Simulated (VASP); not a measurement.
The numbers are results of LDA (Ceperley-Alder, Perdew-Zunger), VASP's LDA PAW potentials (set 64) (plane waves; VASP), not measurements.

VASP ran on this input.

File KPOINTS:
```
Automatic mesh
0
Gamma
5 5 5
0 0 0
```

INCAR:
```
LMAXMIX = 4
LREAL = F   ! projection in real space or not
SIGMA = 0.05
LCHARG = F
ENCUT = 520   ! plane-wave cut-off (eV)
ISMEAR = 0   ! Gaussian
EDIFF = 1E-6   ! SCF stop (eV)
SYSTEM = BaTiO3
PREC = Accurate
EDIFFG = -0.02   ! ionic stop
IBRION = 2   ! conjugate gradients
LWAVE = F
NELM = 100
ISIF = 3   ! ions, shape and volume
ALGO = Normal   ! blocked Davidson
LASPH = T   ! aspherical one-centre terms
NSW = 60   ! most ionic steps
```

POSCAR:
```
BaTiO3
1
    3.9525453398    -0.0000000000     0.0000000000
    0.0000000000     3.9525453398     0.0000000000
   -0.0000000000    -0.0000000000     3.9525453398
Ba Ti O
1 1 3
Direct
  0.0000000000   0.0000000000   0.0000000000
  0.5000000000   0.5000000000   0.5000000000
  0.5000000000   0.0000000000   0.5000000000
  0.0000000000   0.5000000000   0.5000000000
  0.5000000000   0.5000000000   0.0000000000
```

POTCAR, in this order: Ba_sv Ti_sv O (LDA.64 set). Program: vasp_std.

Output

File OUTCAR:
```
 ion  position               nearest neighbor table
   1  0.000  0.000  0.000-   3 2.79   4 2.79   5 2.79   3 2.79   4 2.79   4 2.79   5 2.79   4 2.79
                             3 2.79   5 2.79   3 2.79   5 2.79   2 3.42   2 3.42   2 3.42   2 3.42
   2  0.500  0.500  0.500-   3 1.98   4 1.98   5 1.98   5 1.98   3 1.98   4 1.98   1 3.42   1 3.42
                             1 3.42   1 3.42   1 3.42   1 3.42   1 3.42   1 3.42
   3  0.500  0.000  0.500-   2 1.98   2 1.98   1 2.79   1 2.79   1 2.79   1 2.79
   4  0.000  0.500  0.500-   2 1.98   2 1.98   1 2.79   1 2.79   1 2.79   1 2.79
   5  0.500  0.500  0.000-   2 1.98   2 1.98   1 2.79   1 2.79   1 2.79   1 2.79
  LATTYP: Found a simple cubic cell.
 ALAT       =     3.9525453398
 Subroutine PRICEL returns:
 Original cell was already a primitive cell.
 Subroutine GETGRP returns: Found 48 space group operations
The static configuration has the point symmetry O_h .
The dynamic configuration has the point symmetry O_h .
 Subroutine INISYM returns: Found 48 space group operations
 Subroutine IBZKPT returns following result:
 Found     10 irreducible k-points:

 Following reciprocal coordinates:
            Coordinates               Weight
  0.000000  0.000000  0.000000      1.000000
  0.200000  0.000000  0.000000      6.000000
  0.400000  0.000000  0.000000      6.000000
  0.200000  0.200000  0.000000     12.000000
  0.400000  0.200000  0.000000     24.000000
  0.400000  0.400000  0.000000     12.000000
  0.200000  0.200000  0.200000      8.000000
  0.400000  0.200000  0.200000     24.000000
  0.400000  0.400000  0.200000     24.000000
  0.400000  0.400000  0.400000      8.000000
   k-points           NKPTS =     10   k-points in BZ     NKDIM =     10   number of bands    NBANDS=     24
   number of dos      NEDOS =    301   number of ions     NIONS =      5
   total plane-waves  NPLWV =  27000
   dimension x,y,z NGX =    30 NGY =   30 NGZ =   30
   dimension x,y,z NGXF=    60 NGYF=   60 NGZF=   60
   ions per type =               1   1   3
   PREC   = accura    normal or accurate (medium, high low for compatibility)
   ISTART =      0    job   : 0-new  1-cont  2-samecut
   ICHARG =      2    charge: 1-file 2-atom 10-const
...
```

**OSZICAR**
```
       N       E                     dE             d eps       ncg     rms          rms(c)
DAV:   1     0.457580702503E+03    0.45758E+03   -0.21808E+04   480   0.184E+03
DAV:   2    -0.375305250224E+01   -0.46133E+03   -0.45591E+03   568   0.494E+02
DAV:   3    -0.525769899180E+02   -0.48824E+02   -0.47567E+02   720   0.148E+02
DAV:   4    -0.546570040727E+02   -0.20800E+01   -0.20791E+01   640   0.289E+01
DAV:   5    -0.547244178329E+02   -0.67414E-01   -0.67409E-01   696   0.379E+00    0.239E+01
DAV:   6    -0.444268743919E+02    0.10298E+02   -0.71518E+01   744   0.779E+01    0.105E+01
DAV:   7    -0.443280777493E+02    0.98797E-01   -0.10780E+01   632   0.243E+01    0.676E+00
DAV:   8    -0.441712190837E+02    0.15686E+00   -0.14156E+00   624   0.117E+01    0.227E+00
DAV:   9    -0.441634048963E+02    0.78142E-02   -0.20433E-01   592   0.359E+00    0.975E-01
DAV:  10    -0.441576647541E+02    0.57401E-02   -0.87835E-02   656   0.249E+00    0.622E-01
DAV:  11    -0.441535644339E+02    0.41003E-02   -0.34039E-02   688   0.129E+00    0.138E-01
DAV:  12    -0.441533446831E+02    0.21975E-03   -0.18060E-03   608   0.391E-01    0.455E-02
DAV:  13    -0.441533873824E+02   -0.42699E-04   -0.11518E-03   664   0.258E-01    0.668E-02
DAV:  14    -0.441533121049E+02    0.75278E-04   -0.44586E-04   616   0.142E-01    0.203E-02
DAV:  15    -0.441533120315E+02    0.73371E-07   -0.19891E-05   608   0.331E-02    0.576E-03
DAV:  16    -0.441533119272E+02    0.10432E-06   -0.81154E-07   280   0.695E-03
   1 F= -.44153312E+02 E0= -.44153312E+02  d E =-.441533E+02
```

OUTCAR:
```
------------------------ aborting loop because EDIFF is reached ----------------------------------------
  FORCE on cell =-STRESS in cart. coord.  units (eV):
  Direction    XX          YY          ZZ          XY          YZ          ZX
  --------------------------------------------------------------------------------------
  Total       -0.0814953     -0.0814953     -0.0814953      0.0000000      0.0000000      0.0000000
  in kB       -2.1145228     -2.1145228     -2.1145228      0.0000000      0.0000000      0.0000000
  external PRESSURE =      -2.1145228 kB  Pullay stress =       0.0000000 kB
  volume of cell :       61.75
      direct lattice vectors                 reciprocal lattice vectors
     3.952545340  0.000000000  0.000000000     0.253001525  0.000000000  0.000000000
     0.000000000  3.952545340  0.000000000     0.000000000  0.253001525  0.000000000
     0.000000000  0.000000000  3.952545340     0.000000000  0.000000000  0.253001525
 POSITION                                       TOTAL-FORCE (eV/Angst)
 -----------------------------------------------------------------------------------
      0.00000      0.00000      0.00000         0.000000      0.000000      0.000000
      1.97627      1.97627      1.97627         0.000000      0.000000      0.000000
      1.97627      0.00000      1.97627         0.000000      0.000000      0.000000
      0.00000      1.97627      1.97627         0.000000      0.000000      0.000000
      1.97627      1.97627      0.00000         0.000000      0.000000      0.000000
 -----------------------------------------------------------------------------------
    total drift:                                0.000000      0.000000     -0.000000
  FREE ENERGIE OF THE ION-ELECTRON SYSTEM (eV)
  ---------------------------------------------------
  free  energy   TOTEN  =       -44.1533119272 eV

  energy  without entropy=      -44.1533119272  energy(sigma->0) =      -44.15331193

 reached required accuracy - stopping structural energy minimisation
```
(Selected blocks of OUTCAR.)

The compound is BaTiO3 in the cubic perovskite structure, the ideal cubic form; the compound distorts at low or room temperature. It was relaxed first. The start is the result of an earlier pass.
